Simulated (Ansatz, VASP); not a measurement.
One calculation of CsHg, two programs

```xyz
4
Lattice="0.0000 3.7993 3.7993 3.7993 0.0000 3.7993 3.7993 3.7993 0.0000" Properties=species:S:1:pos:R:3 pbc="T T T"
Cs    0.9498    0.9498    0.9498
Cs   -0.9498   -0.9498   -0.9498
Hg    2.8495    2.8495    2.8495
Hg   -2.8495   -2.8495   -2.8495
```

Change from the starting cell: volume scaled by 0.8, LAPW.

Alike in both runs: task single point; functional LDA; k mesh 6 × 6 × 6; occupations fermi-dirac, width 0.05 eV; no spin polarisation.

|  | VASP | Ansatz |
| --- | --- | --- |
| version | VASP 6.6.1 | Ansatz 0.2.0 |
| potentials or method | VASP PAW LDA potentials, release 64 (Cs_sv, Hg), cutoff 520 eV | all-electron LAPW, scalar-relativistic |

|  | VASP | Ansatz | Ansatz less VASP |
| --- | --- | --- | --- |
| pressure (GPa) | 8.1 | 7.5 | -0.56 |

Ansatz ran all-electron here, so the differences hold the error of VASP's frozen core and of both bases.

Spin-orbit coupling is left out, which matters for the levels of Cs, Hg.
